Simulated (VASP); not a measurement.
An input for Ansatz (written as the equivalent of a VASP run, and not itself run):

Ansatz 0.2 input:
```yaml
crystal:
  lattice:
    - [0.0000000, 2.9471419, 2.9471419]
    - [2.9471419, 0.0000000, 2.9471419]
    - [2.9471419, 2.9471419, 0.0000000]
  atoms:
    - { symbol: Al, position: [0.2500000, 0.2500000, 0.2500000] }
    - { symbol: Al, position: [0.7500000, 0.7500000, 0.7500000] }
    - { symbol: Pt, position: [0.0000000, 0.0000000, 0.0000000] }
kpoints:
  mp_grid: { grid: [9, 9, 9] }
hamiltonian:
  xc: pbesol
  pseudopotentials: { kind: paw }
scf:
  occupations: { method: methfessel_paxton, width: 0.1 }
  max_iter: 100
relax:
  max_steps: 40
  f_tol: 0.02
  cell: { p_target: 5 }
output: { forces: true, stress: true, eigenvalues: true }
```

**Question.** Translate this input to VASP (INCAR, KPOINTS, POSCAR, choice of POTCAR).

**Answer.** One answer among several that fit: 
File KPOINTS:
```
Regular mesh
0
gamma
9 9 9
0 0 0
```

INCAR:
```
SYSTEM = PtAl2
PREC = Accurate; ENCUT = 500; LREAL = .FALSE.
LASPH = .TRUE.
EDIFF = 1E-6; NELM = 100; ALGO = Normal
LMAXMIX = 6
ISMEAR = 1; SIGMA = 0.1
GGA = PS
IBRION = 2; NSW = 40; ISIF = 3
EDIFFG = -0.02; PSTRESS = 50
LWAVE = .FALSE.; LCHARG = .FALSE.
```

**POSCAR**
```
PtAl2
1.0
  0.0000000000   2.9471418606   2.9471418606
  2.9471418606   0.0000000000   2.9471418606
  2.9471418606   2.9471418606   0.0000000000
Al Pt
2 1
direct
  0.2500000000   0.2500000000   0.2500000000
  0.7500000000   0.7500000000   0.7500000000
  0.0000000000   0.0000000000   0.0000000000
```

POTCAR, in this order: Al Pt (PBE.64 set). Program: vasp_std.

The two are equivalent in intent, not identical: each code has its own PAW files, so the cut-off isn't converted (ENCUT is set for VASP's; basis.ecutwfc is left out, and Ansatz then takes the one that its files recommend); Ansatz stops its SCF on the density residual and VASP on the energy change (EDIFF).

The compound is PtAl2 in the fluorite structure. This run relaxes it under an external pressure of 5 GPa. Symmetry was kept, so distortions that lower it aren't found.
